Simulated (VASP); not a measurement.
VASP runs on BAs (zinc blende) share one base input (PBE GGA, plane waves, VASP's PBE PAW potentials (set 64)) and change the settings named in each case.

INCAR:
```
# general
SYSTEM   =  BAs
PREC     =  Accurate
ENCUT    =  520
LREAL    =  .FALSE.
LASPH    =  .TRUE.

# electronic loop
EDIFF    =  1E-6
NELM     =  100
ALGO     =  Normal
LMAXMIX  =  4

# smearing
ISMEAR   =  0
SIGMA    =  0.05

# functional
GGA      =  PE

# ions
ISIF     =  2

# output
LWAVE    =  .FALSE.
LCHARG   =  .FALSE.
```

KPOINTS:
```
Automatic
0
G
 9 9 9
```

File POSCAR:
```
BAs
1
    0.0000000000     2.3900000000     2.3900000000
    2.3900000000     0.0000000000     2.3900000000
    2.3900000000     2.3900000000     0.0000000000
B As
1 1
Direct
  0.0000000000   0.0000000000   0.0000000000
  0.2500000000   0.2500000000   0.2500000000
```

POTCAR, in this order: B As (PBE.64 set). Program: vasp_std.

| change | electronic steps |
|---|---|
| base run | 12 |
| ALGO = Fast | 12 |
| ALGO = VeryFast | 20 |
| ALGO = All | 13 |
| ALGO = Damped | 23 |
| ALGO = Conjugate | 13 |

Left out are runs that ran out of time, are held back, or changed the cell or the kind of run, fixed moments of cells without a moment, rows past the twelfth, gaps on odd meshes, pressures of charged cells and columns that move by less than the noise.

The compound is BAs in the zinc blende structure. The cell was not relaxed at this level.
